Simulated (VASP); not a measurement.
An input for Ansatz (written as the equivalent of a VASP run, and not itself run):

Ansatz 0.2 input:
```yaml
crystal:
  lattice:
    - [0.0000000, 1.9166293, 1.9557442]
    - [1.9166293, 0.0000000, 1.9557442]
    - [1.9166293, 1.9166293, 0.0000000]
  atoms:
    - { symbol: Pd, position: [0.0000000, 0.0000000, 0.0000000] }
kpoints:
  mp_grid: { grid: [14, 14, 14] }
hamiltonian:
  xc: r2scan
  pseudopotentials: { kind: paw }
scf:
  occupations: { method: methfessel_paxton, width: 0.1 }
  max_iter: 100
output: { forces: true, stress: true, eigenvalues: true }
```

Q: Write the VASP files for the same calculation (r2SCAN).

A: One answer among several that fit: 
### POSCAR
```
Pd
1
    0.0000000000     1.9166293407     1.9557442252
    1.9166293407     0.0000000000     1.9557442252
    1.9166293407     1.9166293407     0.0000000000
Pd
1
Direct
  0.0000000000   0.0000000000   0.0000000000
```

File KPOINTS:
```
Automatic mesh
0
Gamma
14 14 14
0 0 0
```

### INCAR
```
ALGO = Normal
EDIFF = 1E-7
ENCUT = 480
ISIF = 2
ISMEAR = 1
LASPH = T
LCHARG = F
LMAXMIX = 4
LMIXTAU = T
LREAL = F
LWAVE = F
METAGGA = R2SCAN
NELM = 100
PREC = Accurate
SIGMA = 0.1
SYSTEM = Pd
```

POTCAR, in this order: Pd (PBE.64 set). Program: vasp_std.

Limits of the translation: each code has its own PAW files, so the cut-off isn't converted (ENCUT is set for VASP's; basis.ecutwfc is left out, and Ansatz then takes the one that its files recommend); Ansatz stops its SCF on the density residual and VASP on the energy change (EDIFF).

The compound is Pd in the fcc structure. This cell was strained or had an atom moved on purpose.
